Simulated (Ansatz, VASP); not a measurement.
# KTaO3: VASP beside Ansatz

Wanted: the spread between two codes on one cell, functional and k mesh. The cell is taken from a series of runs on this material, whose earlier steps may have relaxed, scaled, displaced or heated it; both programs get it as it stands.

Main program and level: Ansatz 0.2.0; plane waves, with VASP 6.6.1 beside it; LDA and LDA, spin-orbit coupling.

## (1) The structure

The structure is cubic, space group Pm-3m (No. 221). Conventional cell: a = 3.951 Å, b = 3.951 Å, c = 3.951 Å, α = 90.00°, β = 90.00°, γ = 90.00°. K has 12 O at 2.79 Å nearest. Ta has 6 O at 1.98 Å nearest. Nearest to O lie 2 Ta at 1.98 Å and 4 K at 2.79 Å. Farther neighbours and most contacts between anions are not listed.

As a file:

```cif
data_structure
_symmetry_space_group_name_H-M 'Pm-3m'
_symmetry_Int_Tables_number 221
_cell_length_a 3.9514
_cell_length_b 3.9514
_cell_length_c 3.9514
_cell_angle_alpha 90.000
_cell_angle_beta 90.000
_cell_angle_gamma 90.000
_cell_volume 61.69
loop_
_atom_site_label
_atom_site_type_symbol
_atom_site_symmetry_multiplicity
_atom_site_Wyckoff_symbol
_atom_site_fract_x
_atom_site_fract_y
_atom_site_fract_z
_atom_site_occupancy
K1 K 1 a 0.00000 0.00000 0.00000 1
Ta1 Ta 1 b 0.50000 0.50000 0.50000 1
O1 O 3 c 0.00000 0.50000 0.50000 1
```

## (2) Ansatz: relaxation of cell and atoms, LDA

Ansatz runs on its PAW soft_1 files.

The relaxed volume is the usual yardstick between codes: in a stiff, nearly cubic crystal its relative difference is about their pressure difference at one cell divided by the bulk modulus.

input.yaml reads:

```yaml
crystal:
  lattice:
    - [3.9513565341, 0.0, 0.0]
    - [0.0, 3.9513565341, 0.0]
    - [0.0, 0.0, 3.9513565341]
  atoms:
    - { symbol: K, position: [0.5, 0.5, 0.5] }
    - { symbol: Ta, position: [0.0, 0.0, 0.0] }
    - { symbol: O, position: [0.5, 0.0, 0.0] }
    - { symbol: O, position: [0.0, 0.5, 0.0] }
    - { symbol: O, position: [0.0, 0.0, 0.5] }
kpoints:
  mp_grid: { grid: [9, 9, 9] }
hamiltonian:
  xc: lda
  pseudopotentials: { kind: paw, azcp: { folder: soft_1 }, xc_functional: pbe }
scf:
  occupations: { method: fixed }
  lower_state_search: "off"
output:
  forces: true
  stress: true
  eigenvalues: true
relax:
  adjacent_minimum: "off"
  f_tol: 0.001
  max_steps: 60
  cell: { stress_tol: 0.01 }
```

Launch:

```bash
$ ansatz run input.yaml --threads 18 --pin off --max-ram 92160MiB --backend cuda --events-out ev --progress --plain --runs-dir out --max-vram 78GiB
```

Numbers of over 12 decimals in the logs are rounded to 6 here.

The log of the run:

```text
Engine: ansatz 0.2.0, aarch64-unknown-linux-gnu
Pseudopotentials: kind: paw
Pseudopotential: K, paw, valence charge 9, recommended cutoff 420 eV (normal), soft_1/K.paw.azcp
Pseudopotential: Ta, paw, valence charge 13, recommended cutoff 420 eV (normal), soft_1/Ta.paw.azcp
Pseudopotential: O, paw, valence charge 6, recommended cutoff 420 eV (normal), soft_1/O.paw.azcp
Functional definition: SPW92
  exchange = slater_x
  correlation = pw_c
device memory: the entry about to start is reckoned to put 1.6 GiB on a device that reports 129.2 GiB free (of which the cap on the GPU budget leaves the run 78.0 GiB)
GPU FFT provider: cuFFT
GPU libraries: cuBLAS 13.8.1, cuFFT 12.4.0, cuSOLVER 12.3.2
GPU matrix products: emulated (plane waves: as basis.precision tells), large ones in fixed point in workspaces of 1.00 GiB
Crystal: 5 atoms, lattice volume = 61.693 Å³
Basis set: ecut = 420 eV, 1213 PW (Γ)
Bands: 25, of which v1, the nominal top of the filled ones, is band 20 counted from 1 (19 counted from 0)
Symmetry: 48 space group operations
Space group: Pm-3m (ITA 221), of the structure as read, at distance tolerance 4.0e-5 Å
k-points: 35 of 729
Non-local potential: K, projectors of the file, l = 0: 3, l = 1: 2, l = 2: 2
Non-local potential: Ta, projectors of the file, l = 0: 3, l = 1: 2, l = 2: 2, l = 3: 1
Non-local potential: O, projectors of the file, l = 0: 2, l = 1: 2, l = 2: 1
PAW form: soft (Blöchl's): semilocal exchange-correlation on the pseudo side does not see the compensation charge
PAW frozen core: K, regenerated for the run's functional, and the local potential with it (the file was generated under x = pbe(κ = 0.804, μ = 0.219515), c = pbe(β = 0.066725))
PAW frozen core: Ta, regenerated for the run's functional, and the local potential with it (the file was generated under x = pbe(κ = 0.804, μ = 0.219515), c = pbe(β = 0.066725))
PAW frozen core: O, regenerated for the run's functional, and the local potential with it (the file was generated under x = pbe(κ = 0.804, μ = 0.219515), c = pbe(β = 0.066725))
PAW one-centre angular grid: K, 110 points (default); XC on 64 Gauss nodes
PAW one-centre angular grid: Ta, 590 points (default); XC on 64 Gauss nodes
PAW one-centre angular grid: O, 110 points (default); XC on 64 Gauss nodes
Initial density: superposition of atomic densities (chi_scale 0.1, normalization cell, long waves kept (reshape's long-wave potential 0.00 eV rms))
Initial wavefunctions: pseudopotential atomic-orbital guess
GPU buffer pool allocated for 19683 grid points (all kernels)
GPU transforms: local potential and band sums: pruned to the plane-wave sphere, on 27×27×27
Functional: x = slater, c = lda
SCF iter   1: F=—  HF=-12852.324723 eV  |F-HF|=—  |Δ(HF+E_count)|=         —  Δρ=5.52e-2  dr2=1.63e0  ethr=3.10e-3  ⟨swp⟩=4.3  Hψ=3733  notcnv=0  defer=85
preconditioner: auto → Resta (q_TF=auto, 2.538 Å⁻¹)  ε∞=4.5  [insulator: Δε(μ)=2.523 eV  Ē_g=13.777 eV  n_scr=18 (ndim 8)  ℏωp=25.9 eV  f_vac=0.000  ε∞_Penn≈4.5]
SCF iter   2: F=—  HF=-12851.950268 eV  |F-HF|=—  |Δ(HF+E_count)|=   3.74e-1  Δρ=2.83e-2  dr2=4.36e-1  ethr=3.10e-3  ⟨swp⟩=2.0  Hψ=1496  notcnv=0  defer=84
SCF iter   3: F=—  HF=-12851.827813 eV  |F-HF|=—  |Δ(HF+E_count)|=   1.22e-1  Δρ=6.21e-3  dr2=2.16e-2  ethr=1.09e-3  ⟨swp⟩=2.0  Hψ=1492  notcnv=0  defer=84
SCF iter   4: F=—  HF=-12851.826043 eV  |F-HF|=—  |Δ(HF+E_count)|=   1.77e-3  Δρ=5.40e-3  dr2=1.51e-2  ethr=5.40e-5  ⟨swp⟩=2.1  Hψ=1603  notcnv=0  defer=93
SCF iter   5: F=—  HF=-12851.822536 eV  |F-HF|=—  |Δ(HF+E_count)|=   3.51e-3  Δρ=7.54e-4  dr2=2.38e-4  ethr=3.78e-5  ⟨swp⟩=2.0  Hψ=1462  notcnv=0  defer=96
SCF iter   6: F=—  HF=-12851.822520 eV  |F-HF|=—  |Δ(HF+E_count)|=   1.52e-5  Δρ=1.00e-4  dr2=4.91e-6  ethr=5.95e-7  ⟨swp⟩=2.1  Hψ=1328  notcnv=0  defer=71
SCF iter   7: F=—  HF=-12851.822653 eV  |F-HF|=—  |Δ(HF+E_count)|=   1.32e-4  Δρ=1.53e-5  dr2=8.43e-8  ethr=2.50e-10  ⟨swp⟩=10.2  Hψ=5047  notcnv=0
SCF iter   8: F=-12851.822653 eV  HF=-12851.822653 eV  |F-HF|=2.60e-10  |Δ(HF+E_count)|=   2.90e-8  Δρ=1.76e-6  dr2=1.27e-9  ethr=2.11e-10  ⟨swp⟩=1.9  Hψ=3069  notcnv=0
SCF 1 converged in 8 iterations: F = -12851.822653 eV  dr2 = 1.27e-9
  greatest PAW one-centre occupation: 0.999 electrons in one spin orbital (limit 2), on the Ta atom at site 1 (counted from 0), in its partial waves of l = 0
relax step   1: F+E_penalty+E_count = -12851.82265261 eV  Δ(F+E_penalty+E_count) = +0.000e0 eV  max|allowed force component| = 3.032e-26 eV/Å  Δτ_max = 0.0000 Å  P = -0.002 GPa  Ω = 61.693 Å³  (8 SCF iters, dr2 threshold 1.00e-7 eV, accepted)
device memory: the entry about to start is reckoned to put 1.6 GiB on a device that reports 129.2 GiB free (of which the cap on the GPU budget leaves the run 78.0 GiB)
GPU FFT provider: cuFFT
GPU libraries: cuBLAS 13.8.1, cuFFT 12.4.0, cuSOLVER 12.3.2
GPU matrix products: emulated (plane waves: as basis.precision tells), large ones in fixed point in workspaces of 1.00 GiB
Initial density: handed on by an earlier stage of this run
Initial wavefunctions: pseudopotential atomic-orbital guess (no wavefunctions were taken with the density)
GPU buffer pool allocated for 19683 grid points (all kernels)
GPU transforms: local potential and band sums: pruned to the plane-wave sphere, on 27×27×27
iter 1 solved again at ethr=3.14e-9 eV; its pass at ethr=3.10e-3 eV (dr2=1.26e-6 eV) is discarded
SCF iter   1: F=—  HF=-12851.822653 eV  |F-HF|=—  |Δ(HF+E_count)|=         —  Δρ=1.76e-6  dr2=1.28e-9  ethr=3.14e-9  ⟨swp⟩=3.5  Hψ=6358  notcnv=0  defer=98
preconditioner: auto → Resta (q_TF=auto, 2.538 Å⁻¹)  ε∞=4.8  [insulator: Δε(μ)=2.176 eV  Ē_g=13.300 eV  n_scr=18 (ndim 8)  ℏωp=25.9 eV  f_vac=0.007  ε∞_Penn≈4.8]
SCF iter   2: F=—  HF=-12851.822653 eV  |F-HF|=—  |Δ(HF+E_count)|=   1.01e-9  Δρ=1.06e-6  dr2=4.97e-10  ethr=3.21e-12  ⟨swp⟩=2.7  Hψ=1240  notcnv=0  defer=98
SCF iter   3: F=—  HF=-12851.822653 eV  |F-HF|=—  |Δ(HF+E_count)|=  1.56e-10  Δρ=1.27e-7  dr2=1.25e-11  ethr=1.24e-12  ⟨swp⟩=2.6  Hψ=1439  notcnv=0  defer=98
SCF iter   4: F=—  HF=-12851.822653 eV  |F-HF|=—  |Δ(HF+E_count)|=  3.64e-12  Δρ=9.08e-8  dr2=3.64e-12  ethr=1.00e-12  ⟨swp⟩=11.0  Hψ=5006  notcnv=0
SCF iter   5: F=-12851.822653 eV  HF=-12851.822653 eV  |F-HF|=0.00e0  |Δ(HF+E_count)|=    0.00e0  Δρ=2.82e-8  dr2=4.72e-13  ethr=1.00e-12  ⟨swp⟩=5.0  Hψ=3128  notcnv=0
SCF 2 converged in 5 iterations: F = -12851.822653 eV  dr2 = 4.72e-13
relax step   2: F+E_penalty+E_count = -12851.82265261 eV  Δ(F+E_penalty+E_count) = -1.255e-10 eV  max|allowed force component| = 1.018e-28 eV/Å  Δτ_max = 0.0000 Å  P = -0.002 GPa  Ω = 61.693 Å³  stress off target by 2.43e-3 GPa  SCF on the basis re-selected at this cell (its energy is not comparable with the rows above)  (5 SCF iters)
basis re-selected at this cell: Δ(F+E_penalty+E_count) = -1.255e-10 eV, ΔP = -0.000 GPa vs the last step (what re-selecting the basis moved, of the pressure what is left beyond the Pulay correction that the steps carried, after the strain that the cell walked since its last selection, with what the two solves' SCF thresholds leave and, on support functions, any second-order correction that the steps lacked; it is no  [...]
SCF converged after 5 iterations
Free energy (F): -12851.822653 eV
Harris-Foulkes:  -12851.822653 eV  (|F-HF|=0.00e0)
Internal energy: -12851.822653 eV  (E = F + TS)
E sigma→0 (E₀):  -12851.822653 eV
Fermi energy:    8.687361 eV
--- Per-component energies (eV) ---
  E_band       = -250.683338
  E_kinetic    = 1148.510381
  E_local      = -2185.668591  (includes V_loc(G=0)·N_el)
  E_nonlocal   = 175.109981
  E_hartree    = 776.870812
  E_xc         = -662.943669
  E_vxc        = -669.687720  (∫ρ·V_xc dr)
  E_paw        = -9256.795700  (= ΣΔE_a)
  E_vpaw       = -272.691556  (= ΣTr[D̂ρ^β])
  E_aug_tail   = 0.002531  (compensation charges beyond the density's cutoff)
  E_ewald      = -2847.715660
  E_core_change = 0.807262  (= ΣΔE_core)
  E_smearing   = -0.000000  (= −TS)
  E_closure    = 0.000000  (closes the sum)
  Σ components = -12851.822653   (vs F -12851.822653, Δ=0.00e0)
--- Forces (eV/Å), atoms counted from 1 ---
  atom   1  K      0.00000000    -0.00000000     0.00000000
  atom   2  Ta     0.00000000     0.00000000    -0.00000000
  atom   3  O      0.00000000     0.00000000     0.00000000
  atom   4  O     -0.00000000     0.00000000     0.00000000
  atom   5  O     -0.00000000    -0.00000000     0.00000000
  max |Σ_I F_I| component: 2.06e-28 eV/Å
--- Stress (GPa, compression-positive) ---
       -0.002426       0.000000       0.000000
        0.000000      -0.002426       0.000000
        0.000000       0.000000      -0.002426
  P = ⅓ Tr σ = -0.0024 GPa (-0.024 kbar)
--- Band table (eV; the first three rows and the last of 35) ---
  k-point 0: bands = [... 16 lower, 7.6052, 8.1114, 8.1114, 8.1114, 10.8632, 10.8632, 10.8632, 15.3260, ... 1 higher]
  k-point 1: bands = [... 16 lower, 7.5402, 7.7196, 8.0375, 8.0375, 10.8831, 11.2795, 11.2795, 15.5569, ... 1 higher]
  k-point 2: bands = [... 16 lower, 7.1104, 7.3826, 7.9573, 7.9573, 10.9345, 12.1941, 12.1941, 15.9063, ... 1 higher]
  k-point 34: bands = [... 16 lower, 4.7447, 8.6523, 8.6523, 8.6874, 15.2260, 15.2762, 15.2762, 17.6902, ... 1 higher]
--- Relaxed structure (1 steps of the walk, 1 accepted, 1 SCFs on fresh bases) ---
  F+E_penalty+E_count = -12851.82265261 eV   max|allowed force component| = 1.018e-28 eV/Å   (the final SCF, on the basis selected at the relaxed cell)
  cell:  # Å, volume = 61.6934 Å³
    - [3.9513565341, 0.0, 0.0]
    - [0.0, 3.9513565341, 0.0]
    - [0.0, 0.0, 3.9513565341]
  atoms:
    - { symbol: K, position: [0.500000, 0.500000, 0.500000] }
    - { symbol: Ta, position: [0.0, 0.0, 0.0] }
    - { symbol: O, position: [0.500000, 0.0, 0.0] }
    - { symbol: O, position: [0.0, 0.500000, 0.0] }
    - { symbol: O, position: [0.0, 0.0, 0.500000] }
```

[end of part 1 of 2]

[Lines on the potential files, build, host, timing and source positions are cut from VASP's logs without a mark.]

[Logs are printed without paths, hosts, clocks, repeated set-up lines and the standing remarks that a program may print on its own settings, such as how far it seeks lower states.]

[Hosts, paths, dates, database ids (printed as entryN), source tags and the programs' standing remarks are cut or masked in the printed files.]
